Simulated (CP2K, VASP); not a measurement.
An input for CP2K (PBEsol, GPW, DZVP-MOLOPT-SR-GTH basis, GTH-PBE potentials (GTH_POTENTIALS)):

```
&GLOBAL
  PROJECT bulk
  RUN_TYPE ENERGY_FORCE
  PRINT_LEVEL LOW
&END GLOBAL
&FORCE_EVAL
  METHOD Quickstep
  STRESS_TENSOR ANALYTICAL
  &DFT
    BASIS_SET_FILE_NAME BASIS_MOLOPT
    POTENTIAL_FILE_NAME GTH_POTENTIALS
    &QS
      METHOD GPW
      EPS_DEFAULT 1E-10
    &END QS
    &MGRID
      CUTOFF 600
      REL_CUTOFF 60
      NGRIDS 5
    &END MGRID
    &SCF
      SCF_GUESS ATOMIC
      EPS_SCF 1E-6
      MAX_SCF 100
      ADDED_MOS 7
      &DIAGONALIZATION
        ALGORITHM STANDARD
      &END DIAGONALIZATION
      &MIXING
        METHOD BROYDEN_MIXING
        ALPHA 0.2
        NBUFFER 10
        BETA 1.5
      &END MIXING
      &SMEAR ON
        METHOD FERMI_DIRAC
        ELECTRONIC_TEMPERATURE [K] 1578.21
      &END SMEAR
    &END SCF
    &KPOINTS
      SCHEME MONKHORST-PACK 5 5 7
    &END KPOINTS
    &XC
      &XC_FUNCTIONAL
        &PBE
          PARAMETRIZATION PBESOL
        &END PBE
      &END XC_FUNCTIONAL
    &END XC
    &PRINT
      &MO
        EIGENVALUES T
        OCCUPATION_NUMBERS T
        NDIGITS 8
        FILENAME mo
        &EACH
          QS_SCF 0
        &END EACH
        ADD_LAST NUMERIC
      &END MO
      &MULLIKEN OFF
      &END MULLIKEN
    &END PRINT
  &END DFT
  &SUBSYS
    &CELL
      A 4.56737000 0.00000000 0.00000000
      B -2.28368500 3.95545800 0.00000000
      C 0.00000000 0.00000000 2.82624000
      PERIODIC XYZ
    &END CELL
    &COORD
      SCALED
      Ti       0.00179000     0.00842600     0.02664600
      Ti       0.31972000     0.65167000     0.49429800
      Ti       0.67849000     0.33990400     0.47905600
    &END COORD
    &KIND Ti
      BASIS_SET DZVP-MOLOPT-SR-GTH
      POTENTIAL GTH-PBE-q12
    &END KIND
  &END SUBSYS
  &PRINT
    &FORCES ON
    &END FORCES
    &STRESS_TENSOR ON
    &END STRESS_TENSOR
  &END PRINT
&END FORCE_EVAL
```

Translate it to VASP.

One set of files that does it:

INCAR:
```
SYSTEM = Ti
PREC = Accurate
ENCUT = 300
EDIFF = 1E-6
NELM = 100
ALGO = Normal
LREAL = .FALSE.
LASPH = .TRUE.
ISMEAR = -1
SIGMA = 0.136
GGA = PS
LMAXMIX = 4
LWAVE = .FALSE.
LCHARG = .FALSE.
ISIF = 2
```

**POSCAR**
```
Ti
1
    4.5673700000     0.0000000000     0.0000000000
   -2.2836850000     3.9554580000     0.0000000000
    0.0000000000     0.0000000000     2.8262400000
Ti
3
Direct
  0.0017900000   0.0084260000   0.0266460000
  0.3197200000   0.6516700000   0.4942980000
  0.6784900000   0.3399040000   0.4790560000
```

File KPOINTS:
```
Regular mesh
0
gamma
 5 5 7
```

POTCAR, in this order: Ti_sv (PBE.64 set). Program: vasp_std.

Both are inputs of real runs that ended normally. What can't carry over is the choice of potentials or basis and its cut-off, and each code's defaults.

The structure comes from a computed database's Ti entry; how it stands against other phases isn't given here. The cell was not relaxed at this level, atoms are displaced from their ideal sites, and it may have been scaled.
